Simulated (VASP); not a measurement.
Level of theory: PBE GGA, VASP's PBE PAW potentials (set 64) (plane waves; VASP).

Input for VASP

INCAR:
```
ALGO = Normal
AMIX = 0.05
BMIX = 0.0001
EDIFF = 1E-6
ENCUT = 520
GGA = PE
IMIX = 1
ISIF = 2
ISMEAR = 0
LASPH = .TRUE.
LCHARG = .FALSE.
LMAXMIX = 4
LREAL = .FALSE.
LWAVE = .FALSE.
NELM = 100
PREC = Accurate
SIGMA = 0.05
SYSTEM = BaF2
```

**POSCAR**
```
BaF2
4.3258090
  0.0000000000   0.7020055671   0.7121712956
  0.7178072356   0.0000000000   0.7121712956
  0.7178072356   0.7020055671   0.0000000000
Ba F
1 2
Cartesian
  0.0000000000   0.0000000000   0.0000000000
  0.3589036178   0.3510027835   0.3560856478
  1.0825997440   1.0530083506   1.0682569434
```

### KPOINTS
```
Automatic mesh
0
Gamma
6 6 6
0 0 0
```

POTCAR, in this order: Ba_sv F (PBE.64 set). Program: vasp_std.

The resulting files:

**OSZICAR**
```
...
DAV:  12    -0.172380262525E+02    0.74164E-01   -0.33128E-02  2328   0.129E+00    0.421E+00
DAV:  13    -0.171842336102E+02    0.53793E-01   -0.24307E-02  2496   0.109E+00    0.391E+00
DAV:  14    -0.171453540146E+02    0.38880E-01   -0.17506E-02  2504   0.913E-01    0.366E+00
DAV:  15    -0.171173270373E+02    0.28027E-01   -0.12486E-02  2544   0.763E-01    0.345E+00
DAV:  16    -0.170972160771E+02    0.20111E-01   -0.90676E-03  2520   0.646E-01    0.325E+00
DAV:  17    -0.170828759940E+02    0.14340E-01   -0.64805E-03  2712   0.543E-01    0.308E+00
DAV:  18    -0.170727282873E+02    0.10148E-01   -0.46326E-03  2568   0.458E-01    0.293E+00
DAV:  19    -0.170656361006E+02    0.70922E-02   -0.33183E-03  2728   0.385E-01    0.279E+00
DAV:  20    -0.170607713349E+02    0.48648E-02   -0.23893E-03  2720   0.327E-01    0.266E+00
DAV:  21    -0.170575291100E+02    0.32422E-02   -0.17093E-03  2776   0.279E-01    0.253E+00
DAV:  22    -0.170554694869E+02    0.20596E-02   -0.12422E-03  2824   0.239E-01    0.241E+00
DAV:  23    -0.170542720685E+02    0.11974E-02   -0.90132E-04  2864   0.206E-01    0.230E+00
DAV:  24    -0.170537018657E+02    0.57020E-03   -0.65795E-04  2816   0.178E-01    0.220E+00
DAV:  25    -0.170535865414E+02    0.11532E-03   -0.48423E-04  2848   0.157E-01    0.209E+00
DAV:  26    -0.170537993360E+02   -0.21279E-03   -0.36208E-04  2840   0.139E-01    0.200E+00
DAV:  27    -0.170542463564E+02   -0.44702E-03   -0.27415E-04  2904   0.126E-01    0.190E+00
DAV:  28    -0.170548577528E+02   -0.61140E-03   -0.21124E-04  2904   0.114E-01    0.181E+00
DAV:  29    -0.170555814227E+02   -0.72367E-03   -0.16485E-04  2848   0.106E-01    0.173E+00
DAV:  30    -0.170563786288E+02   -0.79721E-03   -0.13223E-04  2896   0.984E-02    0.164E+00
DAV:  31    -0.170572201287E+02   -0.84150E-03   -0.10644E-04  2712   0.923E-02    0.156E+00
DAV:  32    -0.170580839210E+02   -0.86379E-03   -0.88463E-05  2656   0.867E-02    0.149E+00
DAV:  33    -0.170589535090E+02   -0.86959E-03   -0.74156E-05  2624   0.817E-02    0.142E+00
DAV:  34    -0.170598163772E+02   -0.86287E-03   -0.63261E-05  2608   0.774E-02    0.135E+00
DAV:  35    -0.170606631902E+02   -0.84681E-03   -0.54909E-05  2520   0.737E-02    0.128E+00
DAV:  36    -0.170614870721E+02   -0.82388E-03   -0.48363E-05  2528   0.702E-02    0.122E+00
DAV:  37    -0.170622830293E+02   -0.79596E-03   -0.43018E-05  2472   0.672E-02    0.116E+00
DAV:  38    -0.170630475393E+02   -0.76451E-03   -0.38640E-05  2480   0.643E-02    0.110E+00
DAV:  39    -0.170637782261E+02   -0.73069E-03   -0.34938E-05  2464   0.617E-02    0.105E+00
DAV:  40    -0.170644736276E+02   -0.69540E-03   -0.31800E-05  2472   0.591E-02    0.996E-01
DAV:  41    -0.170651330002E+02   -0.65937E-03   -0.29021E-05  2440   0.568E-02    0.947E-01
DAV:  42    -0.170657561661E+02   -0.62317E-03   -0.26606E-05  2480   0.544E-02    0.900E-01
DAV:  43    -0.170663433899E+02   -0.58722E-03   -0.24398E-05  2424   0.523E-02    0.855E-01
DAV:  44    -0.170668952850E+02   -0.55190E-03   -0.22449E-05  2488   0.501E-02    0.812E-01
DAV:  45    -0.170674127316E+02   -0.51745E-03   -0.20636E-05  2416   0.481E-02    0.772E-01
DAV:  46    -0.170678968141E+02   -0.48408E-03   -0.19015E-05  2480   0.461E-02    0.733E-01
DAV:  47    -0.170683487687E+02   -0.45195E-03   -0.17496E-05  2408   0.442E-02    0.697E-01
DAV:  48    -0.170687699393E+02   -0.42117E-03   -0.16125E-05  2480   0.423E-02    0.662E-01
DAV:  49    -0.170691617421E+02   -0.39180E-03   -0.14837E-05  2400   0.405E-02    0.629E-01
DAV:  50    -0.170695256369E+02   -0.36389E-03   -0.13667E-05  2464   0.388E-02    0.598E-01
DAV:  51    -0.170698631025E+02   -0.33747E-03   -0.12569E-05  2384   0.371E-02    0.568E-01
DAV:  52    -0.170701756180E+02   -0.31252E-03   -0.11568E-05  2448   0.355E-02    0.540E-01
DAV:  53    -0.170704646469E+02   -0.28903E-03   -0.10631E-05  2376   0.340E-02    0.513E-01
DAV:  54    -0.170707316246E+02   -0.26698E-03   -0.97737E-06  2448   0.325E-02    0.487E-01
DAV:  55    -0.170709779483E+02   -0.24632E-03   -0.89727E-06  2368   0.311E-02    0.463E-01
DAV:  56    -0.170712049693E+02   -0.22702E-03   -0.82411E-06  2448   0.297E-02    0.440E-01
DAV:  57    -0.170714139877E+02   -0.20902E-03   -0.75576E-06  2384   0.284E-02    0.418E-01
DAV:  58    -0.170716062475E+02   -0.19226E-03   -0.69331E-06  2392   0.272E-02    0.397E-01
DAV:  59    -0.170717829350E+02   -0.17669E-03   -0.63534E-06  2416   0.260E-02    0.377E-01
DAV:  60    -0.170719451761E+02   -0.16224E-03   -0.58202E-06  2392   0.248E-02    0.358E-01
DAV:  61    -0.170720940358E+02   -0.14886E-03   -0.53300E-06  2392   0.237E-02    0.341E-01
DAV:  62    -0.170722305188E+02   -0.13648E-03   -0.48780E-06  2424   0.227E-02    0.324E-01
DAV:  63    -0.170723555697E+02   -0.12505E-03   -0.44623E-06  2376   0.217E-02    0.308E-01
DAV:  64    -0.170724700742E+02   -0.11450E-03   -0.40815E-06  2424   0.207E-02    0.292E-01
DAV:  65    -0.170725748611E+02   -0.10479E-03   -0.37302E-06  2400   0.198E-02    0.278E-01
DAV:  66    -0.170726707036E+02   -0.95843E-04   -0.34090E-06  2392   0.189E-02    0.264E-01
DAV:  67    -0.170727583225E+02   -0.87619E-04   -0.31140E-06  2392   0.181E-02    0.251E-01
DAV:  68    -0.170728383871E+02   -0.80065E-04   -0.28436E-06  2424   0.173E-02    0.238E-01
DAV:  69    -0.170729115189E+02   -0.73132E-04   -0.25960E-06  2344   0.165E-02    0.227E-01
DAV:  70    -0.170729782934E+02   -0.66775E-04   -0.23698E-06  2416   0.158E-02    0.215E-01
DAV:  71    -0.170730392430E+02   -0.60950E-04   -0.21622E-06  2392   0.151E-02    0.205E-01
DAV:  72    -0.170730948593E+02   -0.55616E-04   -0.19731E-06  2408   0.144E-02    0.194E-01
DAV:  73    -0.170731455955E+02   -0.50736E-04   -0.17997E-06  2392   0.137E-02    0.185E-01
DAV:  74    -0.170731918692E+02   -0.46274E-04   -0.16417E-06  2400   0.131E-02    0.176E-01
DAV:  75    -0.170732340644E+02   -0.42195E-04   -0.14971E-06  2360   0.125E-02    0.167E-01
DAV:  76    -0.170732725342E+02   -0.38470E-04   -0.13656E-06  2416   0.120E-02    0.159E-01
DAV:  77    -0.170733076025E+02   -0.35068E-04   -0.12450E-06  2360   0.114E-02    0.151E-01
DAV:  78    -0.170733395651E+02   -0.31963E-04   -0.11236E-06  2168   0.109E-02    0.143E-01
DAV:  79    -0.170733686931E+02   -0.29128E-04   -0.10458E-06  2048   0.107E-02    0.136E-01
DAV:  80    -0.170733952356E+02   -0.26543E-04   -0.96612E-07  1904   0.104E-02    0.130E-01
DAV:  81    -0.170734194240E+02   -0.24188E-04   -0.90384E-07  1872   0.101E-02    0.123E-01
DAV:  82    -0.170734414668E+02   -0.22043E-04   -0.83102E-07  1928   0.957E-03    0.117E-01
DAV:  83    -0.170734615536E+02   -0.20087E-04   -0.79292E-07  1920   0.922E-03    0.111E-01
DAV:  84    -0.170734798585E+02   -0.18305E-04   -0.70588E-07  1864   0.873E-03    0.106E-01
DAV:  85    -0.170734965387E+02   -0.16680E-04   -0.64645E-07  1800   0.844E-03    0.101E-01
DAV:  86    -0.170735117401E+02   -0.15201E-04   -0.60197E-07  1808   0.813E-03    0.957E-02
DAV:  87    -0.170735255946E+02   -0.13854E-04   -0.55983E-07  1760   0.780E-03    0.910E-02
DAV:  88    -0.170735382219E+02   -0.12627E-04   -0.52600E-07  1800   0.752E-03    0.865E-02
DAV:  89    -0.170735497322E+02   -0.11510E-04   -0.49348E-07  1760   0.725E-03    0.822E-02
DAV:  90    -0.170735602254E+02   -0.10493E-04   -0.46063E-07  1768   0.697E-03    0.782E-02
DAV:  91    -0.170735697929E+02   -0.95674E-05   -0.42695E-07  1744   0.669E-03    0.744E-02
DAV:  92    -0.170735785172E+02   -0.87244E-05   -0.39397E-07  1792   0.640E-03    0.707E-02
DAV:  93    -0.170735864739E+02   -0.79567E-05   -0.36289E-07  1736   0.613E-03    0.672E-02
DAV:  94    -0.170735937313E+02   -0.72574E-05   -0.33315E-07  1768   0.586E-03    0.639E-02
DAV:  95    -0.170736003518E+02   -0.66205E-05   -0.30626E-07  1760   0.561E-03    0.608E-02
DAV:  96    -0.170736063921E+02   -0.60403E-05   -0.28056E-07  1752   0.536E-03    0.578E-02
DAV:  97    -0.170736119039E+02   -0.55118E-05   -0.25782E-07  1744   0.513E-03    0.550E-02
DAV:  98    -0.170736169341E+02   -0.50302E-05   -0.23600E-07  1776   0.490E-03    0.523E-02
DAV:  99    -0.170736215254E+02   -0.45914E-05   -0.21685E-07  1704   0.469E-03    0.498E-02
DAV: 100    -0.170736257168E+02   -0.41914E-05   -0.19850E-07  1736   0.448E-03
   1 F= -.17073626E+02 E0= -.17073626E+02  d E =-.735583E-15
```

OUTCAR:
```
------------------------ aborting loop EDIFF was not reached (unconverged)  ----------------------------
  FORCE on cell =-STRESS in cart. coord.  units (eV):
  Direction    XX          YY          ZZ          XY          YZ          ZX
  --------------------------------------------------------------------------------------
  Total        1.3069644      1.6886868      1.4449693      0.0000000      0.0978023      0.0000000
  in kB       36.0420483     46.5687759     39.8477994      0.0000000      2.6970867      0.0000000
  external PRESSURE =      40.8195412 kB  Pullay stress =       0.0000000 kB
  volume of cell :       58.10
      direct lattice vectors                 reciprocal lattice vectors
     0.000000000  3.036742000  3.080717000    -0.161025565  0.164650142  0.162299880
     3.105097000  0.000000000  3.080717000     0.161025565 -0.164650142  0.162299880
     3.105097000  3.036742000  0.000000000     0.161025565  0.164650142 -0.162299880
 POSITION                                       TOTAL-FORCE (eV/Angst)
 -----------------------------------------------------------------------------------
      0.00000      0.00000      0.00000         0.057409      0.000000      0.000000
      1.55255      1.51837      1.54036         0.030429     -0.000000     -0.000000
      4.68312      4.55511      4.62108        -0.087838      0.000000     -0.000000
 -----------------------------------------------------------------------------------
    total drift:                                0.000218     -0.000005     -0.000096
  FREE ENERGIE OF THE ION-ELECTRON SYSTEM (eV)
  ---------------------------------------------------
  free  energy   TOTEN  =       -17.0736257168 eV

  energy  without entropy=      -17.0736257168  energy(sigma->0) =      -17.07362572
```
(Selected blocks of OUTCAR.)

stdout:
```
...
DAV:  81    -0.170734194240E+02   -0.24188E-04   -0.90384E-07  1872   0.101E-02    0.123E-01
DAV:  82    -0.170734414668E+02   -0.22043E-04   -0.83102E-07  1928   0.957E-03    0.117E-01
DAV:  83    -0.170734615536E+02   -0.20087E-04   -0.79292E-07  1920   0.922E-03    0.111E-01
DAV:  84    -0.170734798585E+02   -0.18305E-04   -0.70588E-07  1864   0.873E-03    0.106E-01
DAV:  85    -0.170734965387E+02   -0.16680E-04   -0.64645E-07  1800   0.844E-03    0.101E-01
DAV:  86    -0.170735117401E+02   -0.15201E-04   -0.60197E-07  1808   0.813E-03    0.957E-02
DAV:  87    -0.170735255946E+02   -0.13854E-04   -0.55983E-07  1760   0.780E-03    0.910E-02
DAV:  88    -0.170735382219E+02   -0.12627E-04   -0.52600E-07  1800   0.752E-03    0.865E-02
DAV:  89    -0.170735497322E+02   -0.11510E-04   -0.49348E-07  1760   0.725E-03    0.822E-02
DAV:  90    -0.170735602254E+02   -0.10493E-04   -0.46063E-07  1768   0.697E-03    0.782E-02
DAV:  91    -0.170735697929E+02   -0.95674E-05   -0.42695E-07  1744   0.669E-03    0.744E-02
DAV:  92    -0.170735785172E+02   -0.87244E-05   -0.39397E-07  1792   0.640E-03    0.707E-02
DAV:  93    -0.170735864739E+02   -0.79567E-05   -0.36289E-07  1736   0.613E-03    0.672E-02
DAV:  94    -0.170735937313E+02   -0.72574E-05   -0.33315E-07  1768   0.586E-03    0.639E-02
DAV:  95    -0.170736003518E+02   -0.66205E-05   -0.30626E-07  1760   0.561E-03    0.608E-02
DAV:  96    -0.170736063921E+02   -0.60403E-05   -0.28056E-07  1752   0.536E-03    0.578E-02
DAV:  97    -0.170736119039E+02   -0.55118E-05   -0.25782E-07  1744   0.513E-03    0.550E-02
DAV:  98    -0.170736169341E+02   -0.50302E-05   -0.23600E-07  1776   0.490E-03    0.523E-02
DAV:  99    -0.170736215254E+02   -0.45914E-05   -0.21685E-07  1704   0.469E-03    0.498E-02
DAV: 100    -0.170736257168E+02   -0.41914E-05   -0.19850E-07  1736   0.448E-03

 -----------------------------------------------------------------------------
|                                                                             |
|           W    W    AA    RRRRR   N    N  II  N    N   GGGG   !!!           |
|           W    W   A  A   R    R  NN   N  II  NN   N  G    G  !!!           |
|           W    W  A    A  R    R  N N  N  II  N N  N  G       !!!           |
|           W WW W  AAAAAA  RRRRR   N  N N  II  N  N N  G  GGG   !            |
|           WW  WW  A    A  R   R   N   NN  II  N   NN  G    G                |
|           W    W  A    A  R    R  N    N  II  N    N   GGGG   !!!           |
|                                                                             |
|     The electronic self-consistency was not achieved in the given           |
|     number of steps (NELM). The forces and other quantities evaluated       |
|     might not be reliable so examine the results carefully. If you find     |
|     spurious results, we suggest increasing NELM, if you were close to      |
|     convergence or switching to a different ALGO or adjusting the           |
|     density mixing parameters otherwise.                                    |
|                                                                             |
 -----------------------------------------------------------------------------

   1 F= -.17073626E+02 E0= -.17073626E+02  d E =-.735583E-15
```

The run did not converge; its last values are not results.

The compound is BaF2 in the fluorite structure. The cell was not relaxed at this level, atoms are displaced from their ideal sites. The run is one of a series of settings (AMIX = 0.05, BMIX = 0.0001, IMIX = 1 against the base run), some of them coarse on purpose.
